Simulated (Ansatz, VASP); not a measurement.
# Cross-check of NiTeS (1T-NiSTe bilayer, AB) between VASP and Ansatz, part 2 of 2

One calculation is typed for both programs; each brings its own data sets. How far apart do they land? Of the first pair: The structure shown is the start of the Ansatz relaxation below; VASP solves that cell, so the two are compared at the walk's first step.

VASP 6.6.1 and Ansatz 0.2.0.

So far: The structure; Ansatz: relaxation, PBE with D3(BJ); VASP: single point, PBE with D3(BJ), start cell, pair 1.

### 4. Comparison

Known differences besides the potentials themselves: Ansatz cuts the interaction across the vacuum, VASP repeats the sheet with a dipole correction; the data sets hold 80 valence electrons in Ansatz (on its default PAW (the set named soft_2) files) and 44 in VASP; the cutoff is 420 eV in Ansatz and 520 eV in VASP. Total energies have different zeros and are not compared.

Forces (eV/Å; atoms numbered as in POSCAR):

```tsv
atom	Ansatz x, y, z	VASP x, y, z
Te1	0.000, 0.000, -0.692	0.000, 0.000, -0.680
Te2	0.000, 0.000, -0.698	0.000, 0.000, -0.687
Ni3	0.000, 0.000, -0.578	0.000, 0.000, -0.561
Ni4	0.000, 0.000, -0.510	0.000, 0.000, -0.494
S5	0.000, 0.000, 1.527	0.000, 0.000, 1.499
S6	0.000, 0.000, 0.951	0.000, 0.000, 0.922
```

The forces differ by 12 meV/Å r.m.s., which is 2.3 % of the r.m.s. force of 0.505 eV/Å (both taken over all components). With vacuum in the cell, a pressure given here is an average over mostly empty space and none of the material.

### 5. Ansatz: relaxation, PBE with D3(BJ)

This run makes the geometry at which the two programs are then compared.

The structure compared here is the end of the Ansatz relaxation.

input.yaml reads:

```yaml
crystal:
  lattice:
    - [3.565, 0.0, 0.0]
    - [-1.7825, 3.0873805645, 0.0]
    - [0.0, 0.0, 46.6328811052]
  atoms:
    - { symbol: Te, position: [0.6666666667, 0.3333333333, 0.4160154711] }
    - { symbol: Ni, position: [0.0, 0.0, 0.4470453651] }
    - { symbol: S, position: [0.3333333333, 0.6666666667, 0.4662255481] }
    - { symbol: Te, position: [0.0, 0.0, 0.5337744519] }
    - { symbol: Ni, position: [0.3333333333, 0.6666666667, 0.564804346] }
    - { symbol: S, position: [0.6666666667, 0.3333333333, 0.5839845289] }
  periodic: [true, true, false]
kpoints:
  mp_grid: { grid: [12, 12, 1] }
hamiltonian:
  xc: pbe
  dispersion: d3bj
scf:
  occupations: { method: fermi_dirac, width: 0.05 }
  convergence: { dr2_threshold: 1.0e-09 }
relax:
  f_tol: 0.004
  max_steps: 90
  cell: {}
output:
  write_potential: true
  write_density: true
  volumetric_format: npy
```

Launch:

```sh
> ansatz run input.yaml --threads 4 --pin off --max-ram 6144MiB --backend cpu --events-out ev --progress --plain --runs-dir out
```

Numbers of over 12 decimals in the logs are rounded to 6 here.

The program printed:

```text
[...]
Crystal: 6 atoms, lattice volume = 513.265 Å³
Basis set: ecut = 420 eV, 9869 PW (Γ), exchange–correlation on 48×48×640 points (8 copies of the dense FFT grid, shifted against one another)
Bands: 48, of which v1, the nominal top of the filled ones, is band 40 counted from 1 (39 counted from 0)
Symmetry: 6 space group operations
[...]
cell:  # Å, volume = 485.8296 Å³
    - [3.468411, 0, 0]
    - [-1.734205, 3.003732, 0]
    - [0, 0, 46.6328811052]
  atoms:
    - { symbol: Te, position: [0.666667, 0.333333, 0.414701] }
    - { symbol: Ni, position: [8.88545599881746e-19, 0, 0.448881] }
    - { symbol: S, position: [0.333333, 0.666667, 0.472384] }
    - { symbol: Te, position: [-2.598669953585428e-18, 0, 0.528406] }
    - { symbol: Ni, position: [0.333333, 0.666667, 0.562511] }
    - { symbol: S, position: [0.666667, 0.333333, 0.584966] }
[key lines of the parts left out:]
SCF converged after 11 iterations
Free energy (F): -27446.555850 eV
Fermi energy:    -5.023432 eV
P = ½ c Tr σ = 0.0050 N/m
```

### 6. VASP: single point, PBE with D3(BJ), relaxed cell, pair 2

The same cell, functional, mesh and smearing now go to VASP, with its own data sets.

INCAR reads:

```
SYSTEM = NiTeS
PREC = Accurate
ENCUT = 520
EDIFF = 1E-06
NELM = 120
ISMEAR = -1
SIGMA = 0.05
LREAL = .FALSE.
ALGO = Normal
GGA = PE
IVDW = 12
NBANDS = 28
LASPH = .TRUE.
LORBIT = 11
LWAVE = .FALSE.
LCHARG = .FALSE.
ISIF = 2
LDIPOL = .TRUE.
IDIPOL = 3
DIPOL = 0.5 0.5 0.502
LVHAR = .TRUE.
GGA_COMPAT = .FALSE.
NELMDL = -8
KPAR = 2
```

POSCAR reads:

```
NiTeS
1.0
    3.4684108246      0.0000000000      0.0000000000
   -1.7342054123      3.0037318848      0.0000000000
    0.0000000000      0.0000000000     46.6328811052
Te Ni S
2 2 2
Direct
    0.6666666667      0.3333333333      0.4147013675
    0.0000000000      1.0000000000      0.5284062427
    0.0000000000      1.0000000000      0.4488808805
    0.3333333334      0.6666666666      0.5625114802
    0.3333333334      0.6666666666      0.4723841986
    0.6666666667      0.3333333333      0.5849655416
```

KPOINTS reads:

```
Automatic mesh
0
Gamma
12 12 1
0 0 0
```

The projector-augmented-wave data sets are Te, Ni and S (PBE family, release 64).

Launch:

```sh
> mpirun -np 2 vasp_std
```

The program printed:

```text
[... set-up lines as in an earlier step ...]
 entering main loop
       N       E                     dE             d eps       ncg     rms          rms(c)
DAV:   1     0.326447433397E+03    0.32645E+03   -0.14960E+04  1072   0.118E+03
DAV:   2     0.171378525498E+02   -0.30931E+03   -0.29522E+03  1404   0.266E+02
DAV:   3    -0.280632764867E+02   -0.45201E+02   -0.44180E+02  1416   0.109E+02
DAV:   4    -0.300868175139E+02   -0.20235E+01   -0.19836E+01  1288   0.258E+01
[...]
DAV:  44    -0.263461433715E+02   -0.18637E-05   -0.13451E-07   716   0.312E-03    0.236E-03
DAV:  45    -0.263461443771E+02   -0.10056E-05   -0.67603E-08   700   0.325E-03    0.161E-03
DAV:  46    -0.263461447682E+02   -0.39106E-06   -0.81889E-08   668   0.306E-03
   1 F= -.28531026E+02 E0= -.28516294E+02  d E =-.294633E-01
```

From OUTCAR (step 6):

```text
 Edisp (eV)   -2.18488

  Total      -0.09121    -0.09121    -0.07091     0.00000     0.00000    -0.00000
  in kB      -0.30078    -0.30078    -0.23384     0.00000     0.00000    -0.00000
  external pressure =       -0.28 kB  Pullay stress =        0.00 kB

 POSITION                                       TOTAL-FORCE (eV/Angst)
 -----------------------------------------------------------------------------------
      1.73421      1.00124     19.33872         0.000000      0.000000     -0.005194
      0.00000      0.00000     24.64111         0.000000     -0.000000     -0.003838
      0.00000      0.00000     20.93261         0.000000      0.000000      0.011472
      0.00000      2.00249     26.23153        -0.000000      0.000000      0.009677
      0.00000      2.00249     22.02864        -0.000000      0.000000      0.006147
      1.73421      1.00124     27.27863        -0.000000      0.000000     -0.018263
 -----------------------------------------------------------------------------------
    total drift:                               -0.000001      0.000001     -0.000992

  FREE ENERGIE OF THE ION-ELECTRON SYSTEM (eV)
  ---------------------------------------------------
  free  energy   TOTEN  =       -28.5310259560 eV

  energy  without entropy=      -28.5015626285  energy(sigma->0) =      -28.51629429

[... 1 part as in an earlier step ...]

[... 2 further parts left out ...]
[key lines of the parts left out:]
E-fermi :  -2.0657
```

### 7. Comparison

What differs besides the data sets and the points named for the pairs above, as far as they apply: the data sets hold 80 valence electrons in Ansatz (on its default PAW (the set named soft_2) files) and 44 in VASP. Total energies have different zeros and are not compared.

At this near-relaxed geometry the largest component of a force difference is 17 meV/Å. With vacuum in the cell, a pressure given here is an average over mostly empty space and none of the material.

### 8. Summary of results

| Property | Result |
| --- | --- |
| r.m.s. force difference (single point, PBE with D3(BJ), start cell, pair 1) | 2.3 % of the r.m.s. force |
| r.m.s. force difference (single point, PBE with D3(BJ), relaxed cell, pair 2) | 6 meV/Å |

What this shows: The r.m.s. force difference is 2.3 % of the r.m.s. force (single point, PBE with D3(BJ), start cell, pair 1), within the 3 % picked in this series as the mark of a large difference. The data sets hold unlike numbers of valence electrons (80 in Ansatz and 44 in VASP), so part of the differences comes from the potentials. How closely two codes agree says nothing of how well the functional describes the real material.

[Lines on the potential files, build, host, timing and source positions are cut from VASP's logs without a mark.]

[Logs are printed without paths, hosts, clocks, repeated set-up lines and the standing remarks that a program may print on its own settings, such as how far it seeks lower states.]

[Hosts, paths, dates, database ids (printed as entryN), source tags and the programs' standing remarks are cut or masked in the printed files.]
